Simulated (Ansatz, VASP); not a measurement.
# Ru in two plane-wave programs, part 2 of 3

One calculation is typed for both programs; each brings its own data sets. How far apart do they land? Of the first pair: The cell is taken from a series of runs on this material, whose earlier steps may have relaxed, scaled, displaced or heated it; both programs get it as it stands.

VASP 6.6.1 and Ansatz 0.2.0.

So far: Starting point; Ansatz: single point, PBEsol, pair 1.

**3. VASP: single point, PBEsol, pair 1**

Level of this step: PBEsol; plane waves and PAW (Ru_pv) (VASP).

The same cell, functional, mesh and smearing now go to VASP, with its own data sets.

Lines of VASP's logs that name or quote its potential files are left out, and so is its time.

The input, INCAR:

```
SYSTEM = Ru
PREC = Accurate
ENCUT = 400
EDIFF = 1E-06
NELM = 120
ISMEAR = -1
SIGMA = 0.05
LREAL = .FALSE.
ALGO = Normal
GGA = PS
NBANDS = 104
LASPH = .TRUE.
LORBIT = 11
LWAVE = .FALSE.
LCHARG = .FALSE.
ISIF = 2
GGA_COMPAT = .FALSE.
KPAR = 2
```

The input, POSCAR:

```
Ru
1.0
    2.7058000000      0.0000000000      0.0000000000
    0.0000000000      4.2819000000      0.0000000000
    0.0000000000      0.0000000000     25.4975548671
Ru
12
Direct
    0.0000000000      0.2500000000      0.7387634865
    0.5000000000      0.7500000000      0.7126885939
    0.5000000000      0.2500000000      0.6526079526
    0.0000000000      0.7500000000      0.6223879036
    0.0000000000      0.2500000000      0.5612683990
    0.5000000000      0.7500000000      0.5306341990
    0.5000000000      0.2500000000      0.4693658010
    0.0000000000      0.7500000000      0.4387316010
    0.0000000000      0.2500000000      0.3776120964
    0.5000000000      0.7500000000      0.3473920474
    0.5000000000      0.2500000000      0.2873114061
    0.0000000000      0.7500000000      0.2612365135
```

The input, KPOINTS:

```
Automatic mesh
0
Gamma
14 10 1
0 0 0
```

Potentials, in the order of the species: Ru_pv (PBE family, release 64).

Launch:

```bash
> mpirun -np 2 vasp_std
```

Numbers of over 12 decimals in the logs are rounded to 6 here.

Output:

```text
[banner, memory and clock lines left out]
running    2 mpi-ranks, on    1 nodes
 distrk:  each k-point on    1 cores,    2 groups
 distr:  one band on    1 cores,    1 groups

 POSCAR found type information on POSCAR Ru
 POSCAR found :  1 types and      12 ions
|                                                                             |
|               ----> ADVICE to this user running VASP <----                  |
|                                                                             |
|     You enforced a specific xc type in the INCAR file but a different       |
|     [... a line on the potential file left out ...]
|     I HOPE YOU KNOW WHAT YOU ARE DOING!                                     |
|                                                                             |

 LDA part: xc-table for (Slater+PW92), standard interpolation
 POSCAR, INCAR and KPOINTS ok, starting setup
 FFT: planning ... GRIDC
 FFT: planning ... GRID_SOFT
 FFT: planning ... GRID
 WAVECAR not read
 entering main loop
       N       E                     dE             d eps       ncg     rms          rms(c)
DAV:   1     0.176701593971E+04    0.17670E+04   -0.94353E+04 12176   0.136E+03
DAV:   2    -0.621451275629E+02   -0.18292E+04   -0.17568E+04 10784   0.464E+02
DAV:   3    -0.124844189088E+03   -0.62699E+02   -0.59256E+02 12184   0.850E+01
DAV:   4    -0.126729280651E+03   -0.18851E+01   -0.18623E+01 11992   0.121E+01
DAV:   5    -0.126820247879E+03   -0.90967E-01   -0.90870E-01 13360   0.221E+00    0.461E+01
DAV:   6    -0.132251468607E+03   -0.54312E+01   -0.54910E+01 11272   0.401E+01    0.352E+01
DAV:   7    -0.217278630149E+03   -0.85027E+02   -0.19624E+02 13016   0.866E+01    0.830E+01
DAV:   8    -0.139743883635E+03    0.77535E+02   -0.83164E+01 11856   0.242E+01    0.406E+01
DAV:   9    -0.126205572235E+03    0.13538E+02   -0.69433E+01 11784   0.431E+01    0.285E+01
DAV:  10    -0.117441515472E+03    0.87641E+01   -0.18061E+01 11760   0.215E+01    0.975E+00
DAV:  11    -0.117240003695E+03    0.20151E+00   -0.24636E+00 11616   0.760E+00    0.735E+00
DAV:  12    -0.117198376232E+03    0.41627E-01   -0.26639E-01 11328   0.326E+00    0.665E+00
DAV:  13    -0.117179383731E+03    0.18993E-01   -0.64351E-02 11456   0.158E+00    0.573E+00
DAV:  14    -0.117169687456E+03    0.96963E-02   -0.94883E-03 13072   0.645E-01    0.542E+00
[...]
DAV:  24    -0.117111240845E+03   -0.82041E-04   -0.24212E-05 10024   0.186E-02    0.129E-02
DAV:  25    -0.117111332045E+03   -0.91200E-04   -0.57222E-06  8648   0.749E-03    0.127E-02
DAV:  26    -0.117111459087E+03   -0.12704E-03   -0.85467E-06  8144   0.105E-02    0.562E-03
DAV:  27    -0.117111496934E+03   -0.37846E-04   -0.16806E-06  7232   0.562E-03    0.623E-03
DAV:  28    -0.117111530763E+03   -0.33829E-04   -0.11693E-06  6776   0.444E-03    0.344E-03
DAV:  29    -0.117111538065E+03   -0.73021E-05   -0.25268E-07  6032   0.199E-03    0.130E-03
DAV:  30    -0.117111540917E+03   -0.28519E-05   -0.13384E-07  5848   0.962E-04    0.305E-04
DAV:  31    -0.117111541226E+03   -0.30981E-06   -0.19090E-08  5632   0.427E-04
   1 F= -.11711154E+03 E0= -.11704462E+03  d E =-.133837E+00
```

From OUTCAR (step 3):

```text
ion  position               nearest neighbor table
   1  0.000  0.250  0.739-   3 2.58   3 2.58   2 2.62   2 2.62   2 2.62   2 2.62
   2  0.500  0.750  0.713-   1 2.62   1 2.62   1 2.62   1 2.62   3 2.63   3 2.63   4 2.67   4 2.67

  LATTYP: Found a simple orthorhombic cell.
 ALAT       =     2.7058000000
 B/A-ratio  =     1.5824894671
 C/A-ratio  =     9.4232962034

 Subroutine GETGRP returns: Found  8 space group operations
 (whereof  4 operations were pure point group operations)

The static configuration has the point symmetry C_2h.
 The point group associated with its full space group is D_2h.

 Found     48 irreducible k-points:

   k-points           NKPTS =     48   k-points in BZ     NKDIM =     48   number of bands    NBANDS=    104

   dimension x,y,z NGX =    18 NGY =   28 NGZ =  168
   dimension x,y,z NGXF=    36 NGYF=   56 NGZF=  336

   ENCUT  =  400.0 eV  29.40 Ry    5.42 a.u.   4.41  6.98 41.58*2*pi/ulx,y,z

   NELECT =     168.0000    total number of electrons

 k-points in reciprocal lattice and weights: Automatic mesh
   0.00000000  0.00000000  0.00000000       0.007
   0.07142857  0.00000000  0.00000000       0.014
   0.14285714  0.00000000  0.00000000       0.014
   0.21428571  0.00000000  0.00000000       0.014
   0.28571429  0.00000000  0.00000000       0.014
   0.35714286  0.00000000  0.00000000       0.014
   0.42857143  0.00000000  0.00000000       0.014
   0.50000000  0.00000000  0.00000000       0.007
   0.00000000  0.10000000  0.00000000       0.014
[...]
0.42857143  0.50000000  0.00000000       0.014
   0.50000000  0.50000000  0.00000000       0.007

 average (electrostatic) potential at core
       1 -74.6502       2 -74.8797       3 -75.1414       4 -75.0485       5 -74.9591
       6 -74.9676       7 -74.9676       8 -74.9591       9 -75.0485      10 -75.1414
      11 -74.8797      12 -74.6502

 E-fermi :   4.8765

 k-point     1 :       0.0000    0.0000    0.0000
  band No.  band energies     occupation
    ...
     84       3.9634      2.00000
     85       3.9910      2.00000
     86       4.0931      2.00000
     87       4.2563      1.99999
     88       4.7791      1.75056
     89       5.0892      0.02803
     90       5.1159      0.01652
     91       5.1467      0.00895
     92       5.7880      0.00000
     93       5.9183      0.00000
    ...

 k-point     2 :       0.0714    0.0000    0.0000
  band No.  band energies     occupation
    ...
     85       3.9342      2.00000
     86       3.9388      2.00000
     87       4.5802      1.99467
     88       4.7519      1.84729
     89       4.8662      1.10254
     90       5.0274      0.09318
     91       5.4641      0.00002
     92       5.6386      0.00000
     93       5.6628      0.00000
     94       5.8505      0.00000
    ...

 k-point     3 :       0.1429    0.0000    0.0000
  band No.  band energies     occupation
    ...
     85       4.0101      2.00000
     86       4.2336      1.99999
     87       4.7217      1.91355
     88       4.7799      1.74718
     89       4.8940      0.82698
     90       5.0301      0.08851
     91       5.2216      0.00201
     92       5.5653      0.00000
     93       5.6730      0.00000
     94       6.1963      0.00000
    ...

  Total       -9.7845298     -9.4029904     -2.1584248      0.0000000      0.0000000      0.0000000
  in kB      -53.0664205    -50.9971408    -11.7062219      0.0000000      0.0000000      0.0000000
  external PRESSURE =     -38.5899277 kB  Pullay stress =       0.0000000 kB

  energy-cutoff  :      400.00
  volume of cell :      295.41
      direct lattice vectors                 reciprocal lattice vectors
     2.705800000  0.000000000  0.000000000     0.369576465  0.000000000  0.000000000
     0.000000000  4.281900000  0.000000000     0.000000000  0.233541185  0.000000000
     0.000000000  0.000000000 25.497554867     0.000000000  0.000000000  0.039219447

 POSITION                                       TOTAL-FORCE (eV/Angst)
 -----------------------------------------------------------------------------------
      0.00000      1.07048     18.83666         0.000000     -0.000000     -0.033744
      1.35290      3.21143     18.17182         0.000000     -0.000000      0.070642
      1.35290      1.07048     16.63991         0.000000     -0.000000     -0.045871
      0.00000      3.21143     15.86937        -0.000000     -0.000000     -0.021742
      0.00000      1.07048     14.31097        -0.000000      0.000000     -0.289123
      1.35290      3.21143     13.52987         0.000000     -0.000000     -0.074456
      1.35290      1.07048     11.96768         0.000000     -0.000000      0.074456
      0.00000      3.21143     11.18658         0.000000     -0.000000      0.289123
      0.00000      1.07048      9.62819         0.000000     -0.000000      0.021742
      1.35290      3.21143      8.85765         0.000000     -0.000000      0.045871
      1.35290      1.07048      7.32574         0.000000      0.000000     -0.070642
      0.00000      3.21143      6.66089        -0.000000     -0.000000      0.033744
 -----------------------------------------------------------------------------------
    total drift:                                0.000000      0.000000      0.000000

  FREE ENERGIE OF THE ION-ELECTRON SYSTEM (eV)
  ---------------------------------------------------
  free  energy   TOTEN  =      -117.1115412265 eV

  energy  without entropy=     -116.9777041625  energy(sigma->0) =     -117.04462269

 total charge
# of ion       s       p       d       tot
------------------------------------------
    1        0.396   6.214   5.988  12.598
    2        0.411   6.270   5.948  12.629
    3        0.415   6.331   5.962  12.709
    4        0.400   6.321   5.955  12.677
    5        0.405   6.319   5.949  12.673
    6        0.403   6.318   5.943  12.665
    7        0.403   6.318   5.943  12.665
    8        0.405   6.319   5.949  12.673
    9        0.400   6.321   5.955  12.677
   10        0.415   6.331   5.962  12.709
   11        0.411   6.270   5.948  12.629
   12        0.396   6.214   5.988  12.598
--------------------------------------------------
tot          4.859  75.548  71.493 151.900

[... 3 further parts left out ...]
```

**4. Comparison**

Known differences besides the potentials themselves: the data sets hold 192 valence electrons in Ansatz (on its default PAW (the set named soft_2) files) and 168 in VASP; the cutoff is 420 eV in Ansatz and 400 eV in VASP; Ansatz makes its cores anew for this functional, VASP keeps those of its PBE data sets. Total energies have different zeros and are not compared.

Forces on 9 of the 12 atoms, those with the largest forces and the largest differences (eV/Å; atoms numbered as in POSCAR):

| atom | Ansatz x, y, z | VASP x, y, z |
| --- | --- | --- |
| Ru1 | 0.000, 0.000, -0.045 | 0.000, 0.000, -0.034 |
| Ru2 | 0.000, 0.000, 0.062 | 0.000, 0.000, 0.071 |
| Ru5 | 0.000, 0.000, -0.288 | 0.000, 0.000, -0.289 |
| Ru6 | 0.000, 0.000, -0.074 | 0.000, 0.000, -0.074 |
| Ru7 | 0.000, 0.000, 0.074 | 0.000, 0.000, 0.074 |
| Ru8 | 0.000, 0.000, 0.288 | 0.000, 0.000, 0.289 |
| Ru10 | 0.000, 0.000, 0.040 | 0.000, 0.000, 0.046 |
| Ru11 | 0.000, 0.000, -0.062 | 0.000, 0.000, -0.071 |
| Ru12 | 0.000, 0.000, 0.045 | 0.000, 0.000, 0.034 |

The forces differ by 3.7 meV/Å r.m.s., which is 5.0 % of the r.m.s. force of 0.074 eV/Å (both taken over all components). Where the cell holds vacuum, a pressure given here is an average over it and none of the material.

**5. Ansatz: relaxation, PBEsol**

The two programs are compared at the cell with which this relaxation starts, whose forces are those of its first step.

The structure compared here is the start of the Ansatz relaxation; VASP solves that cell, so the two are compared at the walk's first step.

The input, input.yaml:

```yaml
crystal:
  lattice:
    - [2.7058, 0.0, 0.0]
    - [0.0, 4.2819, 0.0]
    - [0.0, 0.0, 25.4975548671]
  atoms:
    - { symbol: Ru, position: [1.0, 0.25, 0.745073595] }
    - { symbol: Ru, position: [0.5, 0.75, 0.714439396] }
    - { symbol: Ru, position: [0.5, 0.25, 0.653170997] }
    - { symbol: Ru, position: [1.0, 0.75, 0.622536797] }
    - { symbol: Ru, position: [0.0, 0.25, 0.561268399] }
    - { symbol: Ru, position: [0.5, 0.75, 0.530634199] }
    - { symbol: Ru, position: [0.5, 0.25, 0.469365801] }
    - { symbol: Ru, position: [0.0, 0.75, 0.438731601] }
    - { symbol: Ru, position: [0.0, 0.25, 0.377463203] }
    - { symbol: Ru, position: [0.5, 0.75, 0.346829003] }
    - { symbol: Ru, position: [0.5, 0.25, 0.285560604] }
    - { symbol: Ru, position: [1.0, 0.75, 0.254926405] }
kpoints:
  mp_grid: { grid: [12, 8, 1] }
scf:
  occupations: { method: fermi_dirac, width: 0.05 }
  n_extra_bands: 11
hamiltonian:
  xc: pbesol
  pseudopotentials: { kind: paw }
output:
  forces: true
  write_potential: true
  volumetric_format: []
relax:
  f_tol: 0.03
  max_steps: 45
  constraints: [{ sites: [4, 5, 6, 7] }]
```

Launch:

```bash
> ansatz run input.yaml --threads 4 --pin off --max-ram 12288MiB --backend cpu --events-out ev --progress --plain --runs-dir out
```

Output:

```text
[...]
Crystal: 12 atoms, lattice volume = 295.414 Å³
Basis set: ecut = 420 eV, 5807 PW (Γ), exchange–correlation on 40×60×360 points (8 copies of the dense FFT grid, shifted against one another)
Bands: 107, of which v1, the nominal top of the filled ones, is band 96 counted from 1 (95 counted from 0)
Symmetry: 8 space group operations
[...]
k-points: 35 of 96
[...]
- { symbol: Ru, position: [1.000000, 0.75, 0.622388] }
    - { symbol: Ru, position: [0.0, 0.25, 0.561268399] }
    - { symbol: Ru, position: [0.500000, 0.75, 0.530634199] }
    - { symbol: Ru, position: [0.500000, 0.25, 0.469365801] }
    - { symbol: Ru, position: [0.0, 0.75, 0.438732] }
    - { symbol: Ru, position: [0, 0.25, 0.377612] }
    - { symbol: Ru, position: [0.500000, 0.75, 0.347392] }
    - { symbol: Ru, position: [0.500000, 0.25, 0.287311] }
    - { symbol: Ru, position: [1.000000, 0.75, 0.261237] }
[key lines of the parts left out:]
SCF converged after 4 iterations
Free energy (F): -69793.159670 eV
Fermi energy:    10.755796 eV
```

**6. VASP: single point, PBEsol, start cell, pair 2**

The same cell, functional, mesh and smearing now go to VASP, with its own data sets.

INCAR is that of step 3.

The input, POSCAR:

```
Ru
1.0
    2.7058000000      0.0000000000      0.0000000000
    0.0000000000      4.2819000000      0.0000000000
    0.0000000000      0.0000000000     25.4975548671
Ru
12
Direct
    0.0000000000      0.2500000000      0.7450736002
    0.5000000000      0.7500000000      0.7144394078
    0.5000000000      0.2500000000      0.6531709839
    0.0000000000      0.7500000000      0.6225367916
    0.0000000000      0.2500000000      0.5612684070
    0.5000000000      0.7500000000      0.5306342146
    0.5000000000      0.2500000000      0.4693657907
    0.0000000000      0.7500000000      0.4387315984
    0.0000000000      0.2500000000      0.3774632136
    0.5000000000      0.7500000000      0.3468290214
    0.5000000000      0.2500000000      0.2855605974
    0.0000000000      0.7500000000      0.2549264051
```

The input, KPOINTS:

```
Automatic mesh
0
Gamma
12 8 1
0 0 0
```

Launch:

```bash
> mpirun -np 2 vasp_std
```

Output:

```text
[banner, memory and clock lines left out]
running    2 mpi-ranks, on    1 nodes
[...]
[... a notice as in an earlier step ...]

 LDA part: xc-table for (Slater+PW92), standard interpolation
 POSCAR, INCAR and KPOINTS ok, starting setup
[...]
entering main loop
       N       E                     dE             d eps       ncg     rms          rms(c)
DAV:   1     0.175580115912E+04    0.17558E+04   -0.94252E+04  8864   0.136E+03
DAV:   2    -0.620572464360E+02   -0.18179E+04   -0.17473E+04  7872   0.463E+02
DAV:   3    -0.124745617600E+03   -0.62688E+02   -0.59264E+02  8920   0.845E+01
DAV:   4    -0.126727996181E+03   -0.19824E+01   -0.19471E+01  8704   0.121E+01
[...]
DAV:  29    -0.116954952089E+03   -0.53632E-05   -0.18700E-07  4344   0.105E-03    0.145E-03
DAV:  30    -0.116954953352E+03   -0.12626E-05   -0.73081E-08  4184   0.116E-03    0.377E-04
DAV:  31    -0.116954953665E+03   -0.31344E-06   -0.29727E-08  4032   0.484E-04
   1 F= -.11695495E+03 E0= -.11689319E+03  d E =-.123520E+00
```

Parts of OUTCAR (step 6):

```text
  Total      -13.6187636    -15.2386444    -10.0035978      0.0000000      0.0000000      0.0000000
  in kB      -73.8613965    -82.6468240    -54.2545364      0.0000000      0.0000000      0.0000000
  external PRESSURE =     -70.2542523 kB  Pullay stress =       0.0000000 kB

 POSITION                                       TOTAL-FORCE (eV/Angst)
 -----------------------------------------------------------------------------------
      0.00000      1.07048     18.99756        -0.000000     -0.000000     -1.203504
      1.35290      3.21143     18.21646        -0.000000      0.000000      0.022792
      1.35290      1.07048     16.65426        -0.000000      0.000000      0.534587
      0.00000      3.21143     15.87317        -0.000000      0.000000      0.243949
      0.00000      1.07048     14.31097        -0.000000      0.000000     -0.004912
      1.35290      3.21143     13.52988        -0.000000     -0.000000      0.068397
      1.35290      1.07048     11.96768        -0.000000      0.000000     -0.068397
      0.00000      3.21143     11.18658        -0.000000      0.000000      0.004912
      0.00000      1.07048      9.62439         0.000000     -0.000000     -0.243949
      1.35290      3.21143      8.84329        -0.000000      0.000000     -0.534587
      1.35290      1.07048      7.28110        -0.000000     -0.000000     -0.022792
      0.00000      3.21143      6.50000        -0.000000      0.000000      1.203504
 -----------------------------------------------------------------------------------
    total drift:                                0.000000      0.000000     -0.000651

  FREE ENERGIE OF THE ION-ELECTRON SYSTEM (eV)
  ---------------------------------------------------
  free  energy   TOTEN  =      -116.9549536651 eV

  energy  without entropy=     -116.8314332669  energy(sigma->0) =     -116.89319347

[... 1 part as in an earlier step ...]

[... 2 further parts left out ...]
[key lines of the parts left out:]
E-fermi :   4.8688
```

[end of part 2 of 3]

[Lines on the potential files, build, host, timing and source positions are cut from VASP's logs without a mark.]

[Logs are printed without paths, hosts, clocks, repeated set-up lines and the standing remarks that a program may print on its own settings, such as how far it seeks lower states.]

[Hosts, paths, dates, database ids (printed as entryN), source tags and the programs' standing remarks are cut or masked in the printed files.]
